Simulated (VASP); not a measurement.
Output of a VASP run:

OSZICAR:
```
       N       E                     dE             d eps       ncg     rms          rms(c)
DAV:   1     0.426495733940E+03    0.42650E+03   -0.18291E+04  2344   0.149E+03
DAV:   2     0.263658286420E+02   -0.40013E+03   -0.37969E+03  2608   0.342E+02
DAV:   3    -0.392081951358E+02   -0.65574E+02   -0.60591E+02  3552   0.124E+02
DAV:   4    -0.483099246988E+02   -0.91017E+01   -0.86792E+01  4264   0.406E+01
DAV:   5    -0.489548969126E+02   -0.64497E+00   -0.62779E+00  3488   0.826E+00    0.254E+01
DAV:   6    -0.453693322301E+02    0.35856E+01   -0.70018E+01  4048   0.654E+01    0.145E+01
DAV:   7    -0.450502138149E+02    0.31912E+00   -0.99560E+00  3628   0.294E+01    0.851E+00
DAV:   8    -0.447094443255E+02    0.34077E+00   -0.31618E+00  3624   0.120E+01    0.420E+00
DAV:   9    -0.447047244061E+02    0.47199E-02   -0.83447E-01  4168   0.713E+00    0.145E+00
DAV:  10    -0.446240180295E+02    0.80706E-01   -0.31045E-01  3788   0.493E+00    0.508E-01
DAV:  11    -0.446227967112E+02    0.12213E-02   -0.22593E-02  3904   0.102E+00    0.233E-01
DAV:  12    -0.446216184386E+02    0.11783E-02   -0.94375E-03  3908   0.769E-01    0.460E-02
DAV:  13    -0.446217471529E+02   -0.12871E-03   -0.76938E-04  4024   0.146E-01    0.470E-02
DAV:  14    -0.446217184699E+02    0.28683E-04   -0.11213E-04  3860   0.717E-02    0.314E-02
DAV:  15    -0.446216990304E+02    0.19439E-04   -0.14880E-04  3528   0.930E-02    0.356E-03
DAV:  16    -0.446216992164E+02   -0.18595E-06   -0.53031E-06  2740   0.123E-02
   1 F= -.44621699E+02 E0= -.44612185E+02  d E =-.190290E-01
```

**OUTCAR**
```
------------------------ aborting loop because EDIFF is reached ----------------------------------------
  FORCE on cell =-STRESS in cart. coord.  units (eV):
  Direction    XX          YY          ZZ          XY          YZ          ZX
  --------------------------------------------------------------------------------------
  Total       -1.4918043     -1.4918043     -2.0962789      0.0000000     -0.0000000      0.0000000
  in kB      -21.6254102    -21.6254102    -30.3879600      0.0000000     -0.0000000      0.0000000
  external PRESSURE =     -24.5462602 kB  Pullay stress =       0.0000000 kB
  volume of cell :      110.52
      direct lattice vectors                 reciprocal lattice vectors
     5.393000000  0.000000000  0.000000000     0.185425552  0.107055492  0.000000000
    -2.696500000  4.670475000  0.000000000     0.000000000  0.214110984  0.000000000
     0.000000000  0.000000000  4.388000000     0.000000000  0.000000000  0.227894257
 POSITION                                       TOTAL-FORCE (eV/Angst)
 -----------------------------------------------------------------------------------
     -0.00000      3.11365      0.00000         0.000000      0.000000     -0.000000
      2.69650      1.55682      0.00000        -0.000000      0.000000      0.000000
      2.69650      0.00000      2.19400        -0.000000      0.000000     -0.000000
      1.34825      2.33524      2.19400        -0.000000      0.000000     -0.000000
     -1.34825      2.33524      2.19400        -0.000000      0.000000     -0.000000
      0.00000      0.00000      0.00000        -0.000000      0.000000     -0.000000
 -----------------------------------------------------------------------------------
    total drift:                                0.000000      0.000000      0.000000
  FREE ENERGIE OF THE ION-ELECTRON SYSTEM (eV)
  ---------------------------------------------------
  free  energy   TOTEN  =       -44.6216992164 eV

  energy  without entropy=      -44.6026701986  energy(sigma->0) =      -44.61218471
```
(Selected blocks of OUTCAR.)

File POSCAR:
```
LaPt5
1
    5.3930000000     0.0000000000     0.0000000000
   -2.6965000000     4.6704750000     0.0000000000
    0.0000000000     0.0000000000     4.3880000000
Pt La
5 1
Direct
  0.3333330000   0.6666670000   0.0000000000
  0.6666670000   0.3333330000   0.0000000000
  0.5000000000   0.0000000000   0.5000000000
  0.5000000000   0.5000000000   0.5000000000
  0.0000000000   0.5000000000   0.5000000000
  0.0000000000   0.0000000000   0.0000000000
```

### Question
Reconstruct the remaining input files.

### Answer
One answer among several that fit: the input of the run itself, PBEsol GGA, plane waves, VASP's PBE PAW potentials (set 64).

### INCAR
```
ALGO=Normal
EDIFF=1E-6
ENCUT=300
GGA=PS
ISIF=2
ISMEAR=0
LASPH=.True.
LCHARG=.False.
LMAXMIX=6
LREAL=.False.
LWAVE=.False.
NELM=100
PREC=Accurate
SIGMA=0.1
SYSTEM=LaPt5
```

KPOINTS:
```
K-points
0
gamma
  7 7 7
0 0 0
```

POTCAR, in this order: Pt La (PBE.64 set). Program: vasp_std.

At this cut-off the stress carries a Pulay error, which pulls relaxed volumes low.

The structure comes from a measured LaPt5 entry of the Crystallography Open Database, whose conditions weren't checked. The cell was not relaxed at this level. The electron count is odd and the run is not spin-polarised, which forces a metal.
